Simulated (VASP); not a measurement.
Given:

```yaml
crystal:
  lattice:
    - [0.00000, 2.99005, 2.99005]
    - [2.99005, 0.00000, 2.99005]
    - [2.99005, 2.99005, 0.00000]
  atoms:
    - { symbol: Al, position: [0.25000, 0.25000, 0.25000] }
    - { symbol: Al, position: [0.75000, 0.75000, 0.75000] }
    - { symbol: Pt, position: [0.00000, 0.00000, 0.00000] }
```

The numbers are results of optB86b-vdW, VASP's PBE PAW potentials (set 64) (plane waves; VASP), not measurements. Settings: 520 eV cut-off, 9×9×9 Γ-centred mesh, first-order Methfessel-Paxton smearing of 0.10 eV, potentials Al Pt.

Question: Give the stress tensor in GPa (positive for a compressed cell).

Answer: 
```
-3.81   0.00   0.00
 0.00  -3.81   0.00
 0.00   0.00  -3.81
```
The pressure is its mean diagonal, -3.81 GPa.

The compound is PtAl2 in the fluorite structure. This cell is one point of a volume scan, at 1.03 of the reference volume.
